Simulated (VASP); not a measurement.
The system is NbAs.

```
Nb As
1.0
    -1.72585    1.72585    5.84000
     1.72585   -1.72585    5.84000
     1.72585    1.72585   -5.84000
Nb As
2 2
Direct
  0.00000 0.00000 0.00000
  0.75000 0.25000 0.50000
  0.41600 0.41600 0.00000
  0.16600 0.66600 0.50000
```

- Program: VASP 6.6.1
- Task: relaxation of cell and atoms
- Functional: PBEsol
- Potentials or basis: VASP PAW PBE potentials, release 64 (Nb_sv, As)
- Cutoff: 600 eV
- k mesh: 16 × 16 × 16
- Occupations: methfessel-paxton, width 0.1 eV
- Spin: no spin polarisation

At the start: pressure -2.2 GPa; volume 17.39 Å³/atom.

Task: How do energy, volume and symmetry change on relaxing?

Result: Over 9 steps the energy falls by 3.6 meV/atom and the volume is 17.16 Å³/atom (-1.4 %); space group I4_1md (No. 109, to 0.05 Å).

The path:
```tsv
step	energy change (eV)	largest force (eV/Å)	pressure (GPa)	volume (Å³)
1	0.0000	0.2886	-2.21	69.58
2	0.0067	0.0392	4.20	67.20
3	-0.0114	0.1499	0.51	68.51
4	-0.0139	0.0219	-0.16	68.74
5	-0.0139	0.0035	-0.14	68.71
6	-0.0145	0.0058	0.04	68.63
7	-0.0145	0.0068	0.10	68.59
8	-0.0145	0.0018	-0.13	68.68
9	-0.0146	0.0031	0.00	68.63
```

Final structure:
```
Nb As
1.0
    -1.72060    1.72060    5.79562
     1.72060   -1.72060    5.79562
     1.72060    1.72060   -5.79562
Nb As
2 2
Direct
  0.99871 0.99871 0.00000
  0.74871 0.24871 0.50000
  0.41729 0.41729 0.00000
  0.16729 0.66729 0.50000
```

Caveat: the PAW data sets were made with another functional, which shifts forces and pressure a little.
